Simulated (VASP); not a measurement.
Energy against volume of V (bcc). These are optB86b-vdW, VASP's PBE PAW potentials (set 64) (plane waves; VASP 6.6.1) values and carry that method's errors. Run with 520 eV cut-off, 17×17×17 Γ-centred mesh, first-order Methfessel-Paxton smearing of 0.10 eV, potentials V_sv.

```tsv
V (Å³/atom)	E (eV/atom)
12.324	-6.01126
12.718	-6.03561
13.111	-6.04363
13.504	-6.03773
```

Question: Fit these four points and predict the energy of the run at 13.898 Å³/atom.

Answer: A cubic in V^(−2/3), the third-order Birch-Murnaghan form, passes through the four points with V0 = 13.13 Å³/atom and B0 = 188 GPa, and gives -6.0199 eV/atom there. The run gave -6.0198 eV/atom, +0.1 meV/atom from the fit; all five points give B0 = 188 GPa.

The compound is V in the bcc structure. It was relaxed first, which changed the volume by -6 %. The run is not spin-polarised, so no magnetic state was tried.
